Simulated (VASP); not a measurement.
Consider the following.

```yaml
crystal:
  lattice:
    - [0.00000, 2.72783, 2.72783]
    - [2.72783, 0.00000, 2.72783]
    - [2.72783, 2.72783, 0.00000]
  atoms:
    - { symbol: Si, position: [0.00000, 0.00000, 0.00000] }
    - { symbol: Si, position: [0.25000, 0.25000, 0.25000] }
```

Level of theory: optB86b-vdW, VASP's PBE PAW potentials (set 64) (plane waves; VASP 6.6.1). Run with 520 eV cut-off, 8×8×8 Γ-centred mesh, Gaussian smearing of 0.050 eV, potentials Si.

Question: Give the energy at these volumes per atom, relative to the lowest: 19.08, 19.69, 20.30, 20.90, 21.51 Å³.

Answer: 23.3, 5.5, 0.0, 4.9, 18.7 meV/atom. A third-order Birch-Murnaghan fit gives B0 = 91.1 GPa and B0′ = 4.3.

Measured: bulk modulus 101 GPa at 0 K (computed value off by -9.6 %), as given by Jianwei Sun et al., Physical Review B (2011), doi:10.1103/physrevb.84.035117 [0 K value with zero-point phonon effects removed]; a 5.421 Å at 0 K (computed value off by +0.6 %), as given by Daniel Mejia-Rodriguez et al., Physical Review B (2018), arXiv:1807.09216 [static lattice: zero-point anharmonic expansion removed].

The compound is Si in the diamond structure. It was relaxed first.
